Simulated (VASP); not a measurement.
Energy against volume of KI (rock salt). All values below come from AM05 GGA, VASP's PBE PAW potentials (set 64) (plane waves; VASP 6.6.1).

| V (Å³/atom) | E (eV/atom) |
|---|---|
| 43.014 | -2.73079 |
| 44.386 | -2.73535 |
| 45.759 | -2.73687 |
| 47.132 | -2.73583 |
| 48.505 | -2.73266 |

Problem. Fit a third-order Birch-Murnaghan equation of state.

Solution. 
```
Property                                        Result
---------------------------------------  -------------
volume per atom                          45.85 Å³/atom
bulk modulus                                   9.8 GPa
pressure derivative of the bulk modulus           4.91
lattice constant a                             7.158 Å
```

The compound is KI in the rock salt structure. It was relaxed first.
